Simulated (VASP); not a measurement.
A run of VASP 6.6.1 is set up as follows.

The input INCAR:

```
  PREC = Accurate
  ENCUT = 520
  EDIFF = 1E-7
  ISMEAR = -1
  SIGMA = 0.05
  LREAL = F
  LASPH = T
  NELM = 100
  ALGO = Fast
  ISIF = 2
  LWAVE = F
  LCHARG = F
  LMAXMIX = 4
  LDAU = T
  LDAUTYPE = 2
  LDAUL = 2 -1
  LDAUU = 3 0
  LDAUJ = 0 0
  LDAUPRINT = 1
  GGA = PE
  NBANDS = 28
```

File KPOINTS:

```
Automatic mesh
0
Gamma
  5 5 5
```

Contents of POSCAR:

```
Sc3Te
1.0
    0.0000000000      3.5695000000      3.5695000000
    3.5695000000      0.0000000000      3.5695000000
    3.5695000000      3.5695000000      0.0000000000
Sc Te
3 1
Direct
    0.2500000000      0.2500000000      0.2500000000
    0.7500000000      0.7500000000      0.7500000000
    0.5000000000      0.5000000000      0.5000000000
    0.0000000000      0.0000000000      0.0000000000
```

Potentials or basis: VASP PAW PBE potentials, release 64 (Sc_sv, Te).

The run is started by

```bash
$ cat potpaw_PBE.64/Sc_sv/POTCAR potpaw_PBE.64/Te/POTCAR > POTCAR
$ mpirun -np 1 vasp_std > vasp.out
```

(1) Estimate the pressure.

(2) Estimate the band gap on the k mesh.

Answers

(1) 6.1 GPa.

(2) none (metal or under the smearing width).

Caveat: U without spin polarisation on a metal has little footing; the U is typed as a test and isn't derived for this compound.
